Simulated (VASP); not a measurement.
**InSb: single point with PBEsol**

**What was measured.**

From “Electronic Structure and Epitaxy of CdTe Shells on InSb Nanowires”, 2021, arxiv:2111.05126, for a bulk crystal of InSb: band gap 0.24 eV.

InSb:

```
In Sb
1.0
     0.00000    3.23910    3.23910
     3.23910    0.00000    3.23910
     3.23910    3.23910    0.00000
In Sb
1 1
Direct
  0.00000 0.00000 0.00000
  0.25000 0.25000 0.25000
```

```yaml
Program: VASP 6.6.1
Task: single point
Functional: PBEsol
Potentials_or_basis: VASP PAW PBE potentials, release 64 (In_d, Sb)
Cutoff: 520 eV
k_mesh: 8 × 8 × 8
Occupations: fermi-dirac, width 0.05 eV
Spin: no spin polarisation
Further_INCAR_settings: ALGO = Fast; EDIFF = 1e-06
```

```
Pressure               : 1.0 GPa
Band gap on the k mesh : none (metal or under the smearing width)
```

Levels at points of the mesh, in eV from the Fermi level:
```csv
k point,band 7,band 8,band 9,band 10,band 11,band 12
"(0.00, 0.00, 0.00)",-0.30,-0.04,-0.04,-0.04,2.88,2.88
"(0.50, 0.00, 0.00)",-5.70,-1.06,-1.06,0.43,3.73,3.73
"(0.50, 0.50, 0.00)",-6.00,-2.33,-2.33,1.21,1.22,8.08
```

Run time: 14 s on 4 MPI ranks on Intel(R) Xeon(R) Platinum 8488C (Sapphire Rapids) (shared host), peak memory 0.2 GiB a rank.

Against the measured gap of InSb, 0.24 eV (quoted in “Electronic Structure and Epitaxy of CdTe Shells on InSb Nanowires”, 2021, arxiv:2111.05126), the calculated 0.00 eV is off by -0.24 eV. Spin-orbit coupling on In, Sb is left out. The value is that of PBEsol on a finite k mesh, which can miss the band edges, without temperature or zero-point motion. Semilocal functionals fall short of measured gaps as a rule.

Caveat: the PAW data sets were made with another functional, which shifts forces and pressure a little; this crystal is a semiconductor, whose small gap the functional closes, so the metal is an error of the method. Spin-orbit coupling is left out, which matters for the levels of Sb.
